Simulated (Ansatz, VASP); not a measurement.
# PtS2 in two plane-wave programs

One calculation is typed for both programs; each brings its own data sets. How far apart do they land? The cell is taken from a series of runs on this material, whose earlier steps may have relaxed, scaled, displaced or heated it; both programs get it as it stands.

Main program and level: Ansatz 0.2.0; plane waves, with VASP 6.6.1 beside it; single point at PBEsol.

**1. The structure**

The cell holds 3 atoms: 2 S and 1 Pt. Cell: a = 3.614 Å, b = 3.614 Å, c = 17.288 Å, α = 90.0°, β = 90.0°, γ = 120.0°. It derives from PtS2. As first built, before any earlier steps moved the atoms (in the runner's words): kind sheets cut from a layered crystal; sheets 1; series ['strain PtS2', 2, 'biaxial strain (%)']. Vacuum lies along c.

Coordinates:

```cif
data_structure
_symmetry_space_group_name_H-M 'P 1'
_symmetry_Int_Tables_number 1
_cell_length_a 3.6141
_cell_length_b 3.6141
_cell_length_c 17.2876
_cell_angle_alpha 90.000
_cell_angle_beta 90.000
_cell_angle_gamma 120.000
_cell_volume 195.55
loop_
_atom_site_label
_atom_site_type_symbol
_atom_site_fract_x
_atom_site_fract_y
_atom_site_fract_z
_atom_site_occupancy
S1 S 0.33333 0.66667 0.56759 1
S2 S 0.66667 0.33333 0.43241 1
Pt3 Pt 0.00000 0.00000 0.50000 1
```

**2. VASP: single point, PBEsol**

With cell and atoms fixed, the geometry can't cause a difference; cores, projectors, grids and the points listed under the comparison can.

Lines of VASP's logs that name or quote its potential files are left out, and so is its time.

INCAR reads:

```
SYSTEM = PtS2
PREC = Accurate
ENCUT = 400
EDIFF = 1E-06
NELM = 120
ISMEAR = -1
SIGMA = 0.02
LREAL = .FALSE.
ALGO = Normal
GGA = PS
NBANDS = 17
LASPH = .TRUE.
LORBIT = 11
LWAVE = .FALSE.
LCHARG = .FALSE.
ISIF = 2
GGA_COMPAT = .FALSE.
EFERMI = MIDGAP
```

POSCAR reads:

```
PtS2
1.0
    3.6140640002      0.0000000000      0.0000000000
   -1.8070320001      3.1298712351      0.0000000000
    0.0000000000      0.0000000000     17.2876152000
S Pt
2 1
Direct
    0.3333333333      0.6666666667      0.5675868696
    0.6666666667      0.3333333333      0.4324131304
    0.0000000000      0.0000000000      0.5000000000
```

KPOINTS reads:

```
Automatic mesh
0
Gamma
12 12 1
0 0 0
```

Potentials, in the order of the species: S and Pt (PBE family, release 64).

Launch:

```console
$ mpirun -np 1 vasp_std
```

Numbers of over 12 decimals in the logs are rounded to 6 here.

Output:

```text
[banner, memory and clock lines left out]
running    1 mpi-ranks, on    1 nodes
 distrk:  each k-point on    1 cores,    1 groups
 distr:  one band on    1 cores,    1 groups

 POSCAR found type information on POSCAR S Pt
 POSCAR found :  2 types and       3 ions
|                                                                             |
|               ----> ADVICE to this user running VASP <----                  |
|                                                                             |
|     You enforced a specific xc type in the INCAR file but a different       |
|     [... a line on the potential file left out ...]
|     I HOPE YOU KNOW WHAT YOU ARE DOING!                                     |
|                                                                             |

 LDA part: xc-table for (Slater+PW92), standard interpolation
 POSCAR, INCAR and KPOINTS ok, starting setup
 FFT: planning ... GRIDC
 FFT: planning ... GRID_SOFT
 FFT: planning ... GRID
 WAVECAR not read
 entering main loop
       N       E                     dE             d eps       ncg     rms          rms(c)
DAV:   1     0.143105883673E+03    0.14311E+03   -0.71267E+03   646   0.803E+02
DAV:   2    -0.434359793183E+01   -0.14745E+03   -0.14087E+03   881   0.175E+02
DAV:   3    -0.180268430775E+02   -0.13683E+02   -0.13573E+02   811   0.632E+01
DAV:   4    -0.182936823049E+02   -0.26684E+00   -0.26637E+00   906   0.101E+01
DAV:   5    -0.182983493623E+02   -0.46671E-02   -0.46667E-02   896   0.127E+00    0.175E+01
DAV:   6    -0.171720060364E+02    0.11263E+01   -0.77092E+00   766   0.254E+01    0.111E+01
DAV:   7    -0.169651645591E+02    0.20684E+00   -0.19627E+00   719   0.138E+01    0.450E+00
DAV:   8    -0.169048271089E+02    0.60337E-01   -0.15020E-01   852   0.357E+00    0.987E-01
DAV:   9    -0.168992290803E+02    0.55980E-02   -0.27476E-02   809   0.145E+00    0.283E-01
DAV:  10    -0.168994640954E+02   -0.23502E-03   -0.18993E-03   845   0.303E-01    0.272E-01
DAV:  11    -0.168998309199E+02   -0.36682E-03   -0.11184E-03   821   0.306E-01    0.192E-01
DAV:  12    -0.168997321121E+02    0.98808E-04   -0.61785E-04   804   0.240E-01    0.224E-01
DAV:  13    -0.168996569267E+02    0.75185E-04   -0.98708E-05   906   0.582E-02    0.114E-01
DAV:  14    -0.168996465325E+02    0.10394E-04   -0.14155E-05   847   0.200E-02    0.772E-02
DAV:  15    -0.168996422522E+02    0.42803E-05   -0.41105E-06   846   0.993E-03    0.498E-02
DAV:  16    -0.168996409906E+02    0.12616E-05   -0.12251E-05   809   0.168E-02    0.510E-03
DAV:  17    -0.168996419438E+02   -0.95313E-06   -0.14223E-06   713   0.653E-03
   1 F= -.16899642E+02 E0= -.16899642E+02  d E =-.130181E-18
```

Parts of OUTCAR (step 2):

```text
ion  position               nearest neighbor table
   1  0.333  0.667  0.568-   3 2.39   3 2.39   3 2.39
   2  0.667  0.333  0.432-   3 2.39   3 2.39   3 2.39
   3  0.000  0.000  0.500-   1 2.39   2 2.39   2 2.39   1 2.39   2 2.39   1 2.39

  LATTYP: Found a hexagonal cell.
 ALAT       =     3.6140640002
 C/A-ratio  =     4.7834280741

 Subroutine GETGRP returns: Found 12 space group operations
 (whereof 12 operations were pure point group operations)

The static configuration has the point symmetry D_3d.

 Found     19 irreducible k-points:

   k-points           NKPTS =     19   k-points in BZ     NKDIM =     19   number of bands    NBANDS=     17

   dimension x,y,z NGX =    24 NGY =   24 NGZ =  120
   dimension x,y,z NGXF=    48 NGYF=   48 NGZF=  240

   ENCUT  =  400.0 eV  29.40 Ry    5.42 a.u.   5.89  5.89 28.19*2*pi/ulx,y,z

   NELECT =      22.0000    total number of electrons

 k-points in reciprocal lattice and weights: Automatic mesh
   0.00000000  0.00000000  0.00000000       0.007
   0.08333333  0.00000000  0.00000000       0.042
   0.16666667  0.00000000  0.00000000       0.042
   0.25000000  0.00000000  0.00000000       0.042
   0.33333333  0.00000000  0.00000000       0.042
   0.41666667  0.00000000  0.00000000       0.042
   0.50000000  0.00000000  0.00000000       0.021
   0.08333333  0.08333333  0.00000000       0.042
   0.16666667  0.08333333  0.00000000       0.083
[...]
0.33333333  0.25000000  0.00000000       0.083
   0.33333333  0.33333333  0.00000000       0.014

 average (electrostatic) potential at core
       1 -94.1437       2 -94.1437       3 -76.9273

 E-fermi :  -2.0521

 k-point     1 :       0.0000    0.0000    0.0000
  band No.  band energies     occupation
    ...
      7      -5.8798      2.00000
      8      -3.6073      2.00000
      9      -3.5435      2.00000
     10      -3.3364      2.00000
     11      -3.3364      2.00000
     12       0.3018      0.00000
     13       0.3018      0.00000
     14       2.4737      0.00000
     15       2.7661      0.00000
     16       3.3292      0.00000
    ...

 k-point     2 :       0.0833    0.0000    0.0000
  band No.  band energies     occupation
    ...
      7      -5.9537      2.00000
      8      -4.1132      2.00000
      9      -3.3994      2.00000
     10      -3.3008      2.00000
     11      -3.0530      2.00000
     12      -0.1392      0.00000
     13       0.1764      0.00000
     14       2.6822      0.00000
     15       3.0392      0.00000
     16       3.5636      0.00000
    ...

 k-point     3 :       0.1667    0.0000    0.0000
  band No.  band energies     occupation
    ...
      7      -6.1088      2.00000
      8      -4.6810      2.00000
      9      -3.3008      2.00000
     10      -3.0886      2.00000
     11      -2.9872      2.00000
     12      -0.9162      0.00000
     13      -0.0520      0.00000
     14       3.1660      0.00000
     15       3.4582      0.00000
     16       3.6977      0.00000
    ...

  Total       -1.7203233     -1.7203233      0.0261167      0.0000000     -0.0000000     -0.0000000
  in kB      -14.0949411    -14.0949411      0.2139795      0.0000000     -0.0000000     -0.0000000
  external PRESSURE =      -9.3253009 kB  Pullay stress =       0.0000000 kB

  energy-cutoff  :      400.00
  volume of cell :      195.55
      direct lattice vectors                 reciprocal lattice vectors
     3.614064000  0.000000000  0.000000000     0.276696816  0.159750981  0.000000000
    -1.807032000  3.129871235  0.000000000     0.000000000  0.319501962  0.000000000
     0.000000000  0.000000000 17.287615200     0.000000000  0.000000000  0.057844878

 POSITION                                       TOTAL-FORCE (eV/Angst)
 -----------------------------------------------------------------------------------
     -0.00000      2.08658      9.81222         0.000000      0.000000      0.021965
      1.80703      1.04329      7.47539         0.000000      0.000000     -0.021965
      0.00000      0.00000      8.64381        -0.000000      0.000000      0.000000
 -----------------------------------------------------------------------------------
    total drift:                               -0.000000      0.000000      0.000000

  FREE ENERGIE OF THE ION-ELECTRON SYSTEM (eV)
  ---------------------------------------------------
  free  energy   TOTEN  =       -16.8996419438 eV

  energy  without entropy=      -16.8996419438  energy(sigma->0) =      -16.89964194

 total charge
# of ion       s       p       d       tot
------------------------------------------
    1        1.353   2.254   0.000   3.607
    2        1.353   2.254   0.000   3.607
    3        0.691   0.780   7.972   9.442
--------------------------------------------------
tot          3.396   5.289   7.972  16.657

[... 3 further parts left out ...]
```

**3. Ansatz: single point, PBEsol**

Ansatz runs on its PAW soft_1 files.

The same cell, functional, mesh and smearing now go to Ansatz, which takes its cutoff from its data sets.

input.yaml reads:

```yaml
crystal:
  lattice:
    - [3.6140640002, 0.0, 0.0]
    - [-1.8070320001, 3.1298712351, 0.0]
    - [0.0, 0.0, 17.2876152]
  atoms:
    - { symbol: S, position: [0.3333333333, 0.6666666667, 0.5675868696] }
    - { symbol: Pt, position: [0.0, 0.0, 0.5] }
    - { symbol: S, position: [0.6666666667, 0.3333333333, 0.4324131304] }
kpoints:
  mp_grid: { grid: [12, 12, 1] }
scf:
  occupations: { method: fermi_dirac, width: 0.02 }
  n_extra_bands: 8
hamiltonian:
  xc: pbesol
  pseudopotentials: { kind: paw, azcp: { folder: soft_1 }, xc_functional: pbe }
output:
  forces: true
  write_potential: true
  volumetric_format: []
  dos:
    projected: true
    de: 0.05
    e_range: [-30, 12]
    method: { smearing: { sigma: 0.12, scheme: gaussian } }
  eigenstates:
    kpoints:
      - [0.33333333, 0.33333333, 0.0]
      - [0.31666667, 0.31666667, 0.0]
      - [0.3, 0.3, 0.0]
      - [0.28333333, 0.28333333, 0.0]
      - [0.26666667, 0.26666667, 0.0]
      - [0.25, 0.25, 0.0]
      - [0.23333333, 0.23333333, 0.0]
      - [0.21666667, 0.21666667, 0.0]
      - [0.2, 0.2, 0.0]
      - [0.18333333, 0.18333333, 0.0]
      - [0.16666667, 0.16666667, 0.0]
      - [0.15, 0.15, 0.0]
      - [0.13333333, 0.13333333, 0.0]
      - [0.11666667, 0.11666667, 0.0]
      - [0.1, 0.1, 0.0]
      - [0.08333333, 0.08333333, 0.0]
      - [0.06666667, 0.06666667, 0.0]
      - [0.05, 0.05, 0.0]
      - [0.03333333, 0.03333333, 0.0]
      - [0.01666667, 0.01666667, 0.0]
      - [0.0, 0.0, 0.0]
      - [0.02777778, 0.0, 0.0]
      - [0.05555556, 0.0, 0.0]
      - [0.08333333, 0.0, 0.0]
      - [0.11111111, 0.0, 0.0]
      - [0.13888889, 0.0, 0.0]
      - [0.16666667, 0.0, 0.0]
      - [0.19444444, 0.0, 0.0]
      - [0.22222222, 0.0, 0.0]
      - [0.25, 0.0, 0.0]
      - [0.27777778, 0.0, 0.0]
      - [0.30555556, 0.0, 0.0]
      - [0.33333333, 0.0, 0.0]
      - [0.36111111, 0.0, 0.0]
      - [0.38888889, 0.0, 0.0]
      - [0.41666667, 0.0, 0.0]
      - [0.44444444, 0.0, 0.0]
      - [0.47222222, 0.0, 0.0]
      - [0.5, 0.0, 0.0]
      - [0.48333333, 0.03333333, 0.0]
      - [0.46666667, 0.06666667, 0.0]
      - [0.45, 0.1, 0.0]
      - [0.43333333, 0.13333333, 0.0]
      - [0.41666667, 0.16666667, 0.0]
      - [0.4, 0.2, 0.0]
      - [0.38333333, 0.23333333, 0.0]
      - [0.36666667, 0.26666667, 0.0]
      - [0.35, 0.3, 0.0]
    e_range: [-8.0, 6.0]
    unfold:
      supercell_matrix: [[1, 0, 0], [0, 1, 0], [0, 0, 1]]
      layers:
        axis: 3
        edges: [0.201034, 0.403491, 0.465293, 0.534707, 0.596509, 0.798966]
```

Launch:

```console
$ ansatz run input.yaml --threads 4 --pin off --max-ram 11264MiB --backend cpu --events-out ev --progress --plain --runs-dir out
```

Output:

```text
scf.n_extra_bands = 8 over 15 filled bands (N_el = 30.0): the run solves 23 bands
Engine: ansatz 0.2.0, x86_64-unknown-linux-gnu
Pseudopotentials: kind: paw
Pseudopotential: S, paw, valence charge 6, recommended cutoff 420 eV (normal), soft_1/S.paw.azcp
Pseudopotential: Pt, paw, valence charge 18, recommended cutoff 420 eV (normal), soft_1/Pt.paw.azcp
Functional definition: PBEsol
  exchange = pbesol_x
  correlation = pbesol_c
Crystal: 3 atoms, lattice volume = 195.550 Å³
Basis set: ecut = 420 eV, 3729 PW (Γ), exchange–correlation on 50×50×240 points (8 copies of the dense FFT grid, shifted against one another)
Bands: 23, of which v1, the nominal top of the filled ones, is band 15 counted from 1 (14 counted from 0)
Symmetry: 12 space group operations
Space group: P-3m1 (ITA 164), of the structure as read, at distance tolerance 5.8e-5 Å
k-points: 19 of 144
Non-local potential: S, projectors of the file, l = 0: 2, l = 1: 2, l = 2: 1
Non-local potential: Pt, projectors of the file, l = 0: 3, l = 1: 2, l = 2: 2, l = 3: 1
PAW form: soft (Blöchl's): semilocal exchange-correlation on the pseudo side does not see the compensation charge
PAW frozen core: S, regenerated for the run's functional, and the local potential with it (the file was generated under x = pbe(κ = 0.804, μ = 0.219515), c = pbe(β = 0.066725))
PAW frozen core: Pt, regenerated for the run's functional, and the local potential with it (the file was generated under x = pbe(κ = 0.804, μ = 0.219515), c = pbe(β = 0.066725))
PAW one-centre angular grid: S, 110 points (default); XC on 64 Gauss nodes
PAW one-centre angular grid: Pt, 590 points (default); XC on 64 Gauss nodes
Initial density: superposition of atomic densities (neutral atoms: chi_scale 0, normalization atom)
Initial wavefunctions: pseudopotential atomic-orbital guess
Functional: x = pbesol(κ = 0.804, μ = 0.123457), c = pbesol(β = 0.046)
SCF iter   1: F=—  HF=-14157.719467 eV  |F-HF|=—  |Δ(HF+E_count)|=         —  Δρ=5.46e-2  dr2=7.06e0  ethr=3.10e-3  ⟨swp⟩=10.1  Hψ=3116  notcnv=0
preconditioner: auto → none  [insulator: Δε(μ)=1.726 eV  Ē_g=11.085 eV  σ=0.020 eV  W_gap=1.00  n_scr=10 (ndim 8)  ℏωp=12.5 eV  f_vac=0.662  D(μ)=0.00/eV (n_scr^D=0)  ε∞_Penn≈2.3]
SCF iter   2: F=—  HF=-14158.860252 eV  |F-HF|=—  |Δ(HF+E_count)|=    1.14e0  Δρ=5.57e-2  dr2=1.20e1  ethr=3.10e-3  ⟨swp⟩=4.7  Hψ=1360  notcnv=0  defer=54
SCF iter   3: F=—  HF=-14156.476319 eV  |F-HF|=—  |Δ(HF+E_count)|=    2.38e0  Δρ=1.58e-2  dr2=6.07e-1  ethr=3.10e-3  ⟨swp⟩=3.8  Hψ=1134  notcnv=0  defer=43
SCF iter   4: F=—  HF=-14156.357042 eV  |F-HF|=—  |Δ(HF+E_count)|=   1.19e-1  Δρ=4.31e-3  dr2=4.93e-2  ethr=2.02e-3  ⟨swp⟩=3.4  Hψ=869  notcnv=0  defer=47
SCF iter   5: F=—  HF=-14156.346432 eV  |F-HF|=—  |Δ(HF+E_count)|=   1.06e-2  Δρ=1.42e-3  dr2=6.17e-3  ethr=1.64e-4  ⟨swp⟩=2.8  Hψ=664  notcnv=0  defer=50
SCF iter   6: F=—  HF=-14156.345047 eV  |F-HF|=—  |Δ(HF+E_count)|=   1.39e-3  Δρ=1.71e-4  dr2=2.48e-4  ethr=2.06e-5  ⟨swp⟩=2.6  Hψ=668  notcnv=0  defer=50
SCF iter   7: F=—  HF=-14156.344983 eV  |F-HF|=—  |Δ(HF+E_count)|=   6.35e-5  Δρ=3.62e-5  dr2=1.62e-6  ethr=8.26e-7  ⟨swp⟩=2.2  Hψ=616  notcnv=0  defer=50
SCF iter   8: F=—  HF=-14156.345051 eV  |F-HF|=—  |Δ(HF+E_count)|=   6.73e-5  Δρ=9.54e-6  dr2=1.88e-7  ethr=5.41e-9  ⟨swp⟩=2.9  Hψ=835  notcnv=0  defer=50
SCF iter   9: F=-14156.345051 eV  HF=-14156.345051 eV  |F-HF|=8.80e-9  |Δ(HF+E_count)|=   1.41e-8  Δρ=1.99e-6  dr2=1.26e-8  ethr=3.33e-10  ⟨swp⟩=21.5  Hψ=3951  notcnv=0
SCF 1 converged in 9 iterations: F = -14156.345051 eV  dr2 = 1.26e-8
  greatest PAW one-centre occupation: 1.000 electrons in one spin orbital (limit 2), on the Pt atom at site 1 (counted from 0), in its partial waves of l = 0
NSCF: frozen V_eff on 48 k-points
WARN: The input density's exchange-correlation potential varies sharply where the density is thin. Do not read a vacuum level from v_tot or v_xc, or from such a field of the output density. On a cell that repeats whose density bears no net charge and no dipole along the vacuum's axis use v_es (v_loc + v_h of the components); under efield.dipole_correction with no amplitude use v_es + v_field, which holds any external [...]
SCF converged after 9 iterations
Free energy (F): -14156.345051 eV
Harris-Foulkes:  -14156.345051 eV  (|F-HF|=8.80e-9)
Internal energy: -14156.345051 eV  (E = F + TS)
E sigma→0 (E₀):  -14156.345051 eV
Fermi energy:    -0.878350 eV
--- Per-component energies (eV) ---
  E_band       = -671.885400
  E_kinetic    = 804.391782
  E_local      = -16360.577908  (includes V_loc(G=0)·N_el)
  E_nonlocal   = 275.448106
  E_hartree    = 7691.125704
  E_xc         = -405.758786
  E_vxc        = -434.367095  (∫ρ·V_xc dr)
  E_paw        = -10529.887106  (= ΣΔE_a)
  E_vpaw       = -339.022715  (= ΣTr[D̂ρ^β])
  E_aug_tail   = 0.001147  (compensation charges beyond the density's cutoff)
  E_ewald      = 4368.501080
  E_core_change = 0.410930  (= ΣΔE_core)
  E_smearing   = -0.000000  (= −TS)
  E_closure    = 0.000000  (closes the sum)
  Σ components = -14156.345051   (vs F -14156.345051, Δ=0.00e0)
--- Forces (eV/Å), atoms counted from 1 ---
  atom   1  S     -0.00000000    -0.00000000     0.04003331
  atom   2  Pt    -0.00000000     0.00000000     0.00000000
  atom   3  S      0.00000000     0.00000000    -0.04003331
  max |Σ_I F_I| component: 2.31e-18 eV/Å
--- Band table (eV; the first three rows and the last of 19) ---
  k-point 0: bands = [... 11 lower, -2.4250, -2.3744, -2.1659, -2.1659, 1.4774, 1.4774, 3.6625, 3.9161, ... 4 higher]
  k-point 1: bands = [... 11 lower, -2.9365, -2.2296, -2.1303, -1.8777, 1.0358, 1.3516, 3.8761, 4.2042, ... 4 higher]
  k-point 2: bands = [... 11 lower, -3.5067, -2.1299, -1.9160, -1.8110, 0.2571, 1.1226, 4.3717, 4.6480, ... 4 higher]
  k-point 18: bands = [... 11 lower, -4.3487, -3.9314, -2.5604, -2.5604, 0.3855, 0.3855, 5.2030, 7.3072, ... 4 higher]
```

**4. Comparison**

Known differences besides the potentials themselves: the data sets hold 30 valence electrons in Ansatz (on its PAW soft_1 files) and 22 in VASP; the cutoff is 420 eV in Ansatz and 400 eV in VASP; Ansatz makes its cores anew for this functional, VASP keeps those of its PBE data sets. Total energies have different zeros and are not compared.

Compared:

```tsv
quantity	Ansatz	VASP	difference
gap on the k mesh (eV)	1.623	1.632	-0.009
```

At this near-relaxed geometry the largest component of a force difference is 18 meV/Å. A gap on the mesh is an upper bound, since the band edges may lie between its points; neither run holds spin-orbit coupling, which can move the band edges of a compound of Pt. With vacuum in the cell, a pressure given here is an average over mostly empty space and none of the material.

**5. Outcome**

| Property | Result |
| --- | --- |
| difference in gap on the k mesh (single point, PBEsol) | -0.0093 eV |
| r.m.s. force difference (single point, PBEsol) | 8.5 meV/Å |

The r.m.s. force difference is 8.5 meV/Å (single point, PBEsol), within the 12 meV/Å picked in this series as the mark of a large difference. The data sets hold unlike numbers of valence electrons (30 in Ansatz and 22 in VASP), so part of the differences comes from the potentials. 1 further run of this series is not shown here. Such differences can come from data sets, numerical settings and the points named under the comparisons, not from the functional's error against experiment.

[Lines on the potential files, build, host, timing and source positions are cut from VASP's logs without a mark.]

[Logs are printed without paths, hosts, clocks, repeated set-up lines and the standing remarks that a program may print on its own settings, such as how far it seeks lower states.]

[Hosts, paths, dates, database ids (printed as entryN), source tags and the programs' standing remarks are cut or masked in the printed files.]
